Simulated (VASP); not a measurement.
Here is the system:

```
AlN
1.0
    0.00000     2.21330     2.21330
    2.21330     0.00000     2.21330
    2.21330     2.21330     0.00000
Al N
1 1
Direct
  0.00000   0.00000   0.00000
  0.25000   0.25000   0.25000
```

Level of theory: revTPSS meta-GGA, VASP's PBE PAW potentials (set 64) (plane waves; VASP). Numerical set-up: 520 eV cut-off, 10×10×10 Γ-centred mesh, Gaussian smearing of 0.050 eV, potentials Al N.

Q: Give the stress tensor in GPa (positive for a compressed cell).

A: 
```
-5.61   0.00   0.00
 0.00  -5.61   0.00
 0.00   0.00  -5.61
```
The pressure is its mean diagonal, -5.61 GPa.

The compound is AlN in the zinc blende structure, a metastable form; wurtzite is the usual one. This cell is one point of a volume scan, at 1.03 of the reference volume.
